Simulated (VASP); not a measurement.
All values below come from PBEsol GGA, VASP's PBE PAW potentials (set 64) (plane waves; VASP).

VASP ran on this input.

**KPOINTS**
```
K-points
0
Gamma
6 6 6
```

POSCAR:
```
LuAu4
3.343020
 -1.0000000000   1.0000000000   0.6181012976
  1.0000000000  -1.0000000000   0.6181012976
  1.0000000000   1.0000000000  -0.6181012976
Lu Au
1 4
direct
  0.0059400000  -0.0048110000   0.0047910000
  0.2101060000   0.4028720000   0.5949390000
  0.7854780000   0.5955380000   0.3968610000
  0.3893810000   0.8062220000   0.2086290000
  0.6090950000   0.2001780000   0.7947800000
```

INCAR:
```
SYSTEM = LuAu4
PREC = Accurate; ENCUT = 300; LREAL = .False.
LASPH = .True.
EDIFF = 1E-6; NELM = 100; ALGO = Normal
LMAXMIX = 6
ISMEAR = -1; SIGMA = 0.1
GGA = PS
ISIF = 2
LWAVE = .False.; LCHARG = .False.
```

POTCAR, in this order: Lu_3 Au (PBE.64 set). Program: vasp_std.

Output

### OSZICAR
```
       N       E                     dE             d eps       ncg     rms          rms(c)
DAV:   1     0.241847867647E+03    0.24185E+03   -0.18709E+04 11290   0.126E+03
DAV:   2    -0.142422531231E+02   -0.25609E+03   -0.24627E+03 11207   0.445E+02
DAV:   3    -0.261417891281E+02   -0.11900E+02   -0.11633E+02 11272   0.800E+01
DAV:   4    -0.263692544117E+02   -0.22747E+00   -0.22629E+00 10208   0.884E+00
DAV:   5    -0.263784451131E+02   -0.91907E-02   -0.91776E-02  8995   0.134E+00    0.358E+01
DAV:   6    -0.238088526484E+02    0.25696E+01   -0.13777E+01 11193   0.312E+01    0.164E+01
DAV:   7    -0.237005122846E+02    0.10834E+00   -0.46745E-01 11180   0.596E+00    0.781E+00
DAV:   8    -0.236746194754E+02    0.25893E-01   -0.82548E-02 11264   0.335E+00    0.119E+00
DAV:   9    -0.236732667710E+02    0.13527E-02   -0.33173E-03 11006   0.476E-01    0.509E-01
DAV:  10    -0.236725334688E+02    0.73330E-03   -0.34622E-03 11392   0.672E-01    0.544E-02
DAV:  11    -0.236725457844E+02   -0.12316E-04   -0.10596E-04 10036   0.598E-02    0.359E-02
DAV:  12    -0.236725470642E+02   -0.12799E-05   -0.35648E-06  7177   0.198E-02    0.216E-02
DAV:  13    -0.236725457353E+02    0.13289E-05   -0.33575E-06  6334   0.245E-02    0.161E-03
DAV:  14    -0.236725457946E+02   -0.59262E-07   -0.98288E-07  3982   0.964E-03
   1 F= -.23672546E+02 E0= -.23642556E+02  d E =-.599788E-01
```

**OUTCAR**
```
------------------------ aborting loop because EDIFF is reached ----------------------------------------
  FORCE on cell =-STRESS in cart. coord.  units (eV):
  Direction    XX          YY          ZZ          XY          YZ          ZX
  --------------------------------------------------------------------------------------
  Total       -2.6675556     -1.9651377     -2.5268431      0.0089972      0.0557716      0.1521964
  in kB      -46.2687208    -34.0852898    -43.8280632      0.1560569      0.9673585      2.6398456
  external PRESSURE =     -41.3940246 kB  Pullay stress =       0.0000000 kB
  volume of cell :       92.37
      direct lattice vectors                 reciprocal lattice vectors
    -3.343020000  3.343020000  2.066325000     0.000000000  0.149565363  0.241975488
     3.343020000 -3.343020000  2.066325000     0.149565363  0.000000000  0.241975488
     3.343020000  3.343020000 -2.066325000     0.149565363  0.149565363  0.000000000
 POSITION                                       TOTAL-FORCE (eV/Angst)
 -----------------------------------------------------------------------------------
      3.32310     -3.29106      2.05876         0.145031     -0.587183      0.053718
      2.63331      1.34447      0.03727         0.247171      0.131509     -0.245467
      0.69174      1.96169      2.03358        -0.021604      0.164652      0.220424
      2.09096     -0.69606      2.03941        -0.508649      0.143789      0.117347
      1.28995      4.02398      0.02995         0.138052      0.147233     -0.146022
 -----------------------------------------------------------------------------------
    total drift:                                0.000399      0.000495     -0.000033
  FREE ENERGIE OF THE ION-ELECTRON SYSTEM (eV)
  ---------------------------------------------------
  free  energy   TOTEN  =       -23.6725457946 eV

  energy  without entropy=      -23.6125670058  energy(sigma->0) =      -23.64255640
```
(Selected blocks of OUTCAR.)

OUTCAR:
```
 val. band max:        7.8681218681   @ k =  -0.1667   0.5000   0.0000

 cond. band min:       7.8750039199   @ k =   0.1667   0.1667   0.0000


 Fermi energy:         7.8695547390

 k-point     1 :       0.0000    0.0000    0.0000
  band No.  band energies     occupation
      1     -18.7766      2.00000
      2     -18.7694      2.00000
      3     -18.7164      2.00000
      4      -1.4256      2.00000
      5       1.9313      2.00000
      6       2.1039      2.00000
      7       2.2529      2.00000
      8       2.3253      2.00000
      9       2.3682      2.00000
     10       2.4885      2.00000
     11       2.5795      2.00000
     12       2.7103      2.00000
     13       2.8528      2.00000
     14       3.0525      2.00000
     15       3.0899      2.00000
     16       3.2110      2.00000
     17       3.6661      2.00000
     18       3.7366      2.00000
     19       4.2695      2.00000
     20       4.3612      2.00000
     21       4.5558      2.00000
     22       4.5652      2.00000
     23       5.2623      2.00000
     24       5.4872      2.00000
     25       5.7637      2.00000
     26       8.5018      0.00358
     27       9.1762      0.00000
     28       9.3397      0.00000
     29      10.4047      0.00000
     30      10.8351      0.00000
     31      10.9172      0.00000

 k-point     2 :       0.1667   -0.0000    0.0000
  band No.  band energies     occupation
      1     -18.7763      2.00000
      2     -18.7693      2.00000
      3     -18.7279      2.00000
      4      -0.9779      2.00000
      5       1.7799      2.00000
      6       1.9338      2.00000
      7       2.0189      2.00000
      8       2.1641      2.00000
      9       2.3871      2.00000
     10       2.5016      2.00000
     11       2.5920      2.00000
     12       2.8630      2.00000
     13       3.0433      2.00000
     14       3.1455      2.00000
     15       3.3287      2.00000
     16       3.4285      2.00000
     17       3.7004      2.00000
...
```

At this cut-off the stress carries a Pulay error, which pulls relaxed volumes low. Unless said otherwise, spin-orbit coupling is left out, though it shifts the bands of the heavy elements here.

The structure comes from a computed database's LuAu4 entry (I4/m); how it stands against other phases isn't given here. The cell was not relaxed at this level, atoms are displaced from their ideal sites. The electron count is odd and the run is not spin-polarised, which forces a metal.
